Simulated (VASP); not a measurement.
Input of a VASP 6.6.1 run:

Contents of INCAR:

```
ALGO = Normal
AMIX = 0.2
AMIX_MAG = 0.8
BMIX = 1E-4
BMIX_MAG = 1E-4
EDIFF = 1E-7
EDIFFG = -0.005
ENCUT = 600
GGA = PE
IBRION = 2
ISIF = 3
ISMEAR = 1
ISPIN = 2
KPAR = 8
LASPH = True
LCHARG = False
LMAXMIX = 4
LORBIT = 11
LREAL = False
LWAVE = False
MAGMOM = 2 0 0 0 0 0 0 0 0 0 0 0 0 0 0 0
NELM = 150
NSW = 90
PREC = Accurate
SIGMA = 0.1
```

The input KPOINTS:

```
k-points
0
Gamma
  8 8 8
```

File POSCAR:

```
Sc7VN8                                  
1.0
   -4.4602610062      4.4602610062      0.0000000000
   -4.4602610062      0.0000000000      4.4602610062
    0.0000000000      4.4602610062      4.4602610062
  V               Sc              N             
     1     7     8
Direct
     0.0000000000000000    0.0000000000000000    0.0000000000000000
     0.5000000000000000    0.0000000000000000    0.0000000000000000
     0.0000000000000000    0.5000000000000000    0.0000000000000000
     0.0000000000000000    0.0000000000000000    0.5000000000000000
     0.5000000000000000    0.5000000000000000    0.0000000000000000
     0.5000000000000000    0.0000000000000000    0.5000000000000000
     0.0000000000000000    0.5000000000000000    0.5000000000000000
     0.5000000000000000    0.5000000000000000    0.5000000000000000
     0.7500000000000000    0.7500000000000000    0.7500000000000000
     0.2433446892688722    0.7566553107311277    0.7566553107311277
     0.7566553107311277    0.2433446892688722    0.7566553107311277
     0.7566553107311277    0.7566553107311277    0.2433446892688722
     0.2433446892688722    0.2433446892688722    0.7566553107311277
     0.2433446892688722    0.7566553107311277    0.2433446892688722
     0.7566553107311277    0.2433446892688722    0.2433446892688722
     0.2500000000000000    0.2500000000000000    0.2500000000000000
```

Potentials or basis: VASP PAW PBE potentials, release 64 (V_sv, Sc_sv, N).

Run with:

```sh
$ cat potpaw_PBE.64/V_sv/POTCAR potpaw_PBE.64/Sc_sv/POTCAR potpaw_PBE.64/N/POTCAR > POTCAR
$ mpirun -np 8 vasp_std > vasp.out
```

Task: What does it give for the net moment?

Result: 1.01 μB per cell.

Task: Estimate the site moments.

Result: V +0.87; Sc +0.00, +0.01; N +0.00, -0.00 μB.

Task: Predict the band gap on the k mesh.

Result: None (metal or under the smearing width).

Final structure:
```yaml
crystal:
  lattice:
    - [-4.46026, 4.46026, 0.00000]
    - [-4.46026, 0.00000, 4.46026]
    - [0.00000, 4.46026, 4.46026]
  atoms:
    - { symbol: V, position: [0.00000, 0.00000, 0.00000] }
    - { symbol: Sc, position: [0.50000, 0.00000, 0.00000] }
    - { symbol: Sc, position: [0.00000, 0.50000, 0.00000] }
    - { symbol: Sc, position: [0.00000, 0.00000, 0.50000] }
    - { symbol: Sc, position: [0.50000, 0.50000, 0.00000] }
    - { symbol: Sc, position: [0.50000, 0.00000, 0.50000] }
    - { symbol: Sc, position: [0.00000, 0.50000, 0.50000] }
    - { symbol: Sc, position: [0.50000, 0.50000, 0.50000] }
    - { symbol: N, position: [0.75000, 0.75000, 0.75000] }
    - { symbol: N, position: [0.24334, 0.75666, 0.75666] }
    - { symbol: N, position: [0.75666, 0.24334, 0.75666] }
    - { symbol: N, position: [0.75666, 0.75666, 0.24334] }
    - { symbol: N, position: [0.24334, 0.24334, 0.75666] }
    - { symbol: N, position: [0.24334, 0.75666, 0.24334] }
    - { symbol: N, position: [0.75666, 0.24334, 0.24334] }
    - { symbol: N, position: [0.25000, 0.25000, 0.25000] }
```

Caveat: the relaxation stopped at its first step, so nothing moved. With open d or f shells a metallic result of PBE can be an artefact of self-interaction; +U or a hybrid may open a gap.
